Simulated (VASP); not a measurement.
# Pd: Pd into a neighbouring Pd vacancy

How hard is this move in Pd: Pd into a neighbouring Pd vacancy? Both ends are relaxed first, then a band of images between them.

Program: VASP 6.6.1. Level of theory: PBEsol; plane waves and PAW (Pd). Results are calculated unless marked as measured.

Report form: the programs' logs are mostly left out.

## 1. The host crystal

The structure is cubic, space group Fm-3m (No. 225). The conventional cell has a = 3.890 Å, b = 3.890 Å, c = 3.890 Å, α = 90.00°, β = 90.00°, γ = 90.00°. Pd has 12 Pd at 2.75 Å nearest.

## 2. Relax the host

First cell and atoms are relaxed at a raised cutoff, so that later runs start from this functional's own cell.

File INCAR:

```
SYSTEM = Pd
PREC = Accurate
ENCUT = 350
EDIFF = 1E-06
NELM = 120
ISMEAR = 1
SIGMA = 0.15
LREAL = .FALSE.
ALGO = Normal
GGA = PS
NBANDS = 11
LASPH = .TRUE.
LORBIT = 11
LWAVE = .FALSE.
LCHARG = .FALSE.
KPAR = 6
IBRION = 2
NSW = 40
ISIF = 3
EDIFFG = -0.02
POTIM = 0.4
```

File POSCAR:

```
Pd
1.0
    0.0000000000      1.9450000000      1.9450000000
    1.9450000000      0.0000000000      1.9450000000
    1.9450000000      1.9450000000      0.0000000000
Pd
1
Direct
    0.0000000000      0.0000000000      0.0000000000
```

File KPOINTS:

```
Automatic mesh
0
Gamma
14 14 14
0 0 0
```

Potentials, in the order of the species: Pd (PBE family, release 64).

The run is started by

```
> mpirun -np 6 vasp_std
```

Elapsed: 4.6 s, on 6 MPI ranks of Intel Xeon 6975P-C (Granite Rapids), shared host; peak memory 0.75 GiB.

The PAW data sets were made with PBE, which is usual practice but a small mismatch for other functionals. The run keeps the 48 symmetry operations of its start, so it cannot find a distortion of lower symmetry.

Relaxation path:

| step | energy less that of the first step (eV) | largest force (eV/Å) | pressure (GPa) | volume (Å³) |
| --- | --- | --- | --- | --- |
| 1 | 0.0000 | 0.0000 | -3.38 | 14.72 |
| 2 | 0.0007 | 0.0000 | 4.16 | 14.19 |
| 3 | -0.0027 | 0.0000 | 0.00 | 14.46 |

| conventional cell, symmetrised | before | after | change |
| --- | --- | --- | --- |
| a (Å) | 3.890 | 3.868 | -0.6 % |
| b (Å) | 3.890 | 3.868 | -0.6 % |
| c (Å) | 3.890 | 3.868 | -0.6 % |
| volume (Å³/atom) | 14.72 | 14.46 | -1.7 % |

Final coordinates:

```cif
data_structure
_symmetry_space_group_name_H-M 'P 1'
_symmetry_Int_Tables_number 1
_cell_length_a 2.7349
_cell_length_b 2.7349
_cell_length_c 2.7349
_cell_angle_alpha 60.000
_cell_angle_beta 60.000
_cell_angle_gamma 60.000
_cell_volume 14.46
loop_
_atom_site_label
_atom_site_type_symbol
_atom_site_fract_x
_atom_site_fract_y
_atom_site_fract_z
_atom_site_occupancy
Pd1 Pd 0.00000 0.00000 0.00000 1
```

This step gave:

| Quantity | Value |
| --- | --- |
| electronic cycles | 25 |
| electrons | 10 |
| free energy (TOTEN) | -5.953 eV |
| energy at zero smearing | -5.951 eV |
| Fermi energy | 9.949 eV |
| metallic | yes |

The run ended after 3 ionic steps, 0.003 eV below its first step, once forces and stress met EDIFFG = -0.02.

## 3. Relax the start

System of this step: Pd. The cell holds 31 atoms: 31 Pd. Its edges and angles: a = 7.735 Å, b = 7.735 Å, c = 7.735 Å, α = 90.0°, β = 90.0°, γ = 90.0°. It derives from Pd. Nearest the centre at fractional (0.625, 0.125, 0.000): Pd1 at 1.38 Å, Pd2 at 2.36 Å, Pd12 at 2.37 Å, Pd8 at 2.40 Å, Pd23 at 2.40 Å, Pd3 at 3.04 Å, Pd4 at 3.05 Å, Pd5 at 3.06 Å.

A path needs two true minima; the start is relaxed with symmetry off.

File INCAR:

```
SYSTEM = Pd
PREC = Normal
ENCUT = 280
EDIFF = 1E-05
NELM = 120
ISMEAR = 1
SIGMA = 0.15
LREAL = Auto
ALGO = Fast
GGA = PS
NBANDS = 180
LASPH = .TRUE.
LORBIT = 11
LWAVE = .FALSE.
LCHARG = .FALSE.
KPAR = 6
IBRION = 2
NSW = 60
ISIF = 2
EDIFFG = -0.05
POTIM = 0.4
MAXMIX = 40
ISYM = 0
```

File POSCAR:

```
Pd
1.0
    7.7354937840      0.0000000000      0.0000000000
    0.0000000000      7.7354937840      0.0000000000
    0.0000000000      0.0000000000      7.7354937840
Pd
31
Direct
    0.7508935026      0.2521242811      0.0008543400
    0.7466307071      0.0023407836      0.2511540946
   -0.0013882843      0.0015024719      0.0009425963
    0.2507604750      0.2500734853      0.0014135180
    0.4980959093      0.4995787988     -0.0012465121
    0.7515483077      0.7501027009     -0.0007561424
    0.2479783877     -0.0006649666      0.2500210515
    0.4992874329      0.2533457821      0.2526028702
    0.7429903312      0.4951159854      0.2495481294
    0.4989084332      0.0005523707      0.5005618825
    0.7554756395      0.2471248875      0.4990237081
    0.7552815545      0.0016720406      0.7517143401
   -0.0013289556      0.4957389270      0.0004329775
    0.2502818542      0.7468267002     -0.0017664720
   -0.0001862678      0.2475573592      0.2497459245
    0.2502468699      0.5000920077      0.2486909907
    0.5015351265      0.7523040984      0.2508295483
   -0.0021155216      0.0018916757      0.4987035346
    0.2522730562      0.2472289101      0.5023643409
    0.4999481262      0.4967713790      0.4991884178
    0.7501398806      0.7507052978      0.4974605677
    0.2471369040      0.0005160227      0.7487932261
    0.5006088961      0.2519637260      0.7457370857
    0.7506577166      0.5031663059      0.7492307489
   -0.0020963486      0.7519449148      0.2506552821
    0.0023162919      0.4991074501      0.4961687817
    0.2497155689      0.7488473182      0.5020045878
    0.0005006347      0.2457834644      0.7469099243
    0.2522850229      0.5017575220      0.7483446606
    0.4999972884      0.7511520236      0.7512110522
    0.0022655107      0.7506631396      0.7497548228
```

File KPOINTS:

```
Automatic mesh
0
Monkhorst-Pack
3 3 3
0 0 0
```

The run is started by

```
> mpirun -np 6 vasp_std
```

Elapsed: 4.1 min, on 6 MPI ranks; peak memory 2.4 GiB.

The steps of the relaxation:

```
step  energy less that of the first step (eV)  largest force (eV/Å)
   1                                   0.0000                0.7901
   2                                  -0.1879                0.4634
   3                                  -0.2797                0.2658
   4                                  -0.2799                0.2869
   5                                  -0.3068                0.1402
   6                                  -0.3155                0.0928
   7                                  -0.3156                0.0927
   8                                  -0.3183                0.0344
```

The atoms that moved most (Å):

```
atom      dx      dy      dz  length
 Pd8   0.001  -0.064  -0.058   0.086
Pd23  -0.002  -0.053   0.067   0.085
Pd22   0.060  -0.007   0.049   0.077
Pd12  -0.072  -0.013   0.025   0.077
 Pd1  -0.048  -0.051  -0.009   0.071
 Pd7   0.054   0.001  -0.040   0.068
Pd14   0.031   0.058   0.012   0.067
 Pd6  -0.049   0.035   0.005   0.060
```

The relaxed structure:

```cif
data_structure
_symmetry_space_group_name_H-M 'P 1'
_symmetry_Int_Tables_number 1
_cell_length_a 7.7355
_cell_length_b 7.7355
_cell_length_c 7.7355
_cell_angle_alpha 90.000
_cell_angle_beta 90.000
_cell_angle_gamma 90.000
_cell_volume 462.88
loop_
_atom_site_label
_atom_site_type_symbol
_atom_site_fract_x
_atom_site_fract_y
_atom_site_fract_z
_atom_site_occupancy
Pd1 Pd 0.74469 0.24550 0.99963 1
Pd2 Pd 0.74407 0.00037 0.24434 1
Pd3 Pd 0.99986 0.00008 0.00014 1
Pd4 Pd 0.25546 0.24486 0.99958 1
Pd5 Pd 0.50002 0.50011 0.99922 1
Pd6 Pd 0.74518 0.75457 0.99986 1
Pd7 Pd 0.25500 0.99940 0.24480 1
Pd8 Pd 0.49942 0.24511 0.24514 1
Pd9 Pd 0.74771 0.49957 0.24807 1
Pd10 Pd 0.50021 0.99984 0.50047 1
Pd11 Pd 0.74859 0.24826 0.49965 1
Pd12 Pd 0.74603 0.00000 0.75494 1
Pd13 Pd 0.00011 0.49951 0.99992 1
Pd14 Pd 0.25430 0.75439 0.99973 1
Pd15 Pd 0.00004 0.24800 0.24800 1
Pd16 Pd 0.25200 0.49989 0.24800 1
Pd17 Pd 0.49981 0.75481 0.24460 1
Pd18 Pd 0.99998 0.99940 0.49930 1
Pd19 Pd 0.25158 0.24794 0.49975 1
Pd20 Pd 0.50007 0.50053 0.50003 1
Pd21 Pd 0.74836 0.75196 0.49946 1
Pd22 Pd 0.25484 0.99967 0.75512 1
Pd23 Pd 0.50034 0.24514 0.75435 1
Pd24 Pd 0.74909 0.50019 0.75089 1
Pd25 Pd 0.99927 0.75130 0.24767 1
Pd26 Pd 0.00024 0.49994 0.49898 1
Pd27 Pd 0.25171 0.75172 0.49974 1
Pd28 Pd 0.00050 0.24830 0.75132 1
Pd29 Pd 0.25172 0.49994 0.75105 1
Pd30 Pd 0.50029 0.75522 0.75513 1
Pd31 Pd 0.00017 0.75137 0.75140 1
```

This step gave:

- electronic cycles: 83
- electrons: 310
- free energy (TOTEN): -183.6651 eV
- energy at zero smearing: -183.6101 eV
- Fermi energy: 9.424 eV

The run ended after 8 ionic steps, 0.318 eV below its first step, once the forces on the free atoms met EDIFFG = -0.05.

## 4. Relax the end

The end state is relaxed in the same way, so that both ends share their errors.

INCAR is that of step 3.

File POSCAR:

```
Pd
1.0
    7.7354937840      0.0000000000      0.0000000000
    0.0000000000      7.7354937840      0.0000000000
    0.0000000000      0.0000000000      7.7354937840
Pd
31
Direct
    0.4993307523      0.0027296067     -0.0058195490
    0.7496415088      0.0000853213      0.2463147822
    0.0008604845     -0.0016838770      0.0022298377
    0.2496752836      0.2517300854      0.0031513014
    0.5009900585      0.4977358365     -0.0039152475
    0.7545333476      0.7497122557     -0.0017802741
    0.2503729745     -0.0004948910      0.2522032007
    0.5000877208      0.2500355493      0.2481524651
    0.7512140611      0.4973269535      0.2517216469
    0.5039401170     -0.0039420523      0.4936236023
    0.7515949305      0.2565875505      0.4974121242
    0.7467663454      0.0015227701      0.7478263273
   -0.0013083211      0.4990999477      0.0013754832
    0.2489520970      0.7507184618     -0.0004564240
   -0.0021838841      0.2491730941      0.2475427563
    0.2500168444      0.4970942612      0.2471743384
    0.5037669523      0.7498624930      0.2498606371
    0.0013225695     -0.0010881193      0.4994091253
    0.2510992155      0.2507301818      0.4970026562
    0.5021545944      0.4984734396      0.4972695241
    0.7476718356      0.7489902510      0.5042073597
    0.2469606700      0.0004138738      0.7444726881
    0.4999959487      0.2523258151      0.7493881106
    0.7483728125      0.5005985683      0.7518102316
    0.0017158764      0.7550998008      0.2505407993
   -0.0015316672      0.4996742827      0.4998125561
    0.2502811388      0.7499223636      0.5004497863
   -0.0043199571      0.2521449929      0.7485140205
    0.2469668163      0.5016488958      0.7534059261
    0.5012747167      0.7504166749      0.7475897588
    0.0074243931      0.7522758951      0.7470543712
```

KPOINTS is that of step 3.

The run is started by

```
> mpirun -np 6 vasp_std
```

The job ended after 3.3 min (6 MPI ranks; peak memory 2.5 GiB; 17 min of CPU time).

Relaxation path:

```
step  energy less that of the first step (eV)  largest force (eV/Å)
   1                                   0.0000                0.7326
   2                                  -0.1786                0.3770
   3                                  -0.2284                0.2863
   4                                  -0.2611                0.1756
   5                                  -0.2722                0.1124
   6                                  -0.2769                0.0423
```

The atoms that moved most (Å):

```csv
atom,dx,dy,dz,length
Pd31,-0.062,-0.012,0.029,0.070
Pd3,-0.038,0.051,-0.027,0.069
Pd9,-0.006,-0.012,-0.060,0.061
Pd12,0.024,0.031,0.045,0.060
Pd10,-0.013,0.044,0.038,0.059
Pd8,0.043,0.001,-0.039,0.058
Pd1,0.042,0.019,0.031,0.056
Pd11,-0.015,-0.046,0.011,0.049
```

The relaxed structure:

```xyz
31
Lattice="7.7355 0.0000 0.0000 0.0000 7.7355 0.0000 0.0000 0.0000 7.7355" Properties=species:S:1:pos:R:3 pbc="T T T"
Pd    3.9047    0.0401   -0.0143
Pd    5.8020    0.0365    1.8835
Pd   -0.0318    0.0379   -0.0093
Pd    1.9306    1.9322   -0.0060
Pd    3.9073    3.8294   -0.0074
Pd    5.8066    5.8093   -0.0137
Pd    1.9419    0.0121    1.9176
Pd    3.9116    1.9355    1.8810
Pd    5.8054    3.8352    1.8876
Pd    3.8856    0.0130    3.8562
Pd    5.7992    1.9392    3.8587
Pd    5.8010    0.0431    5.8301
Pd   -0.0349    3.8342   -0.0012
Pd    1.9363    5.8064   -0.0053
Pd   -0.0389    1.9320    1.8919
Pd    1.9357    3.8551    1.9120
Pd    3.8896    5.7996    1.9082
Pd   -0.0137    0.0171    3.8597
Pd    1.9317    1.9391    3.8545
Pd    3.8818    3.8570    3.8606
Pd    5.8043    5.8003    3.8645
Pd    1.9363    0.0191    5.7967
Pd    3.9016    1.9396    5.8268
Pd    5.8039    3.8319    5.8372
Pd   -0.0088    5.8056    1.9201
Pd   -0.0098    3.8575    3.8640
Pd    1.9427    5.8009    3.8585
Pd   -0.0414    1.9374    5.8358
Pd    1.9309    3.8543    5.8118
Pd    3.8768    5.8027    5.8070
Pd   -0.0048    5.8076    5.8080
```

This step gave:

```yaml
electronic_cycles: 74
free_energy_toten: -183.6639 eV
energy_at_zero_smearing: -183.6088 eV
```

The run ended after 6 ionic steps, 0.277 eV below its first step, once the forces on the free atoms met EDIFFG = -0.05.

(Continued in part 2 of 2.)

[Lines on the potential files, build, host, timing and source positions are cut from VASP's logs without a mark.]

[Logs are printed without paths, hosts, clocks, repeated set-up lines and the standing remarks that a program may print on its own settings, such as how far it seeks lower states.]

[Hosts, paths, dates, database ids (printed as entryN), source tags and the programs' standing remarks are cut or masked in the printed files.]

[Runs that stopped without an error message from VASP are left out.]
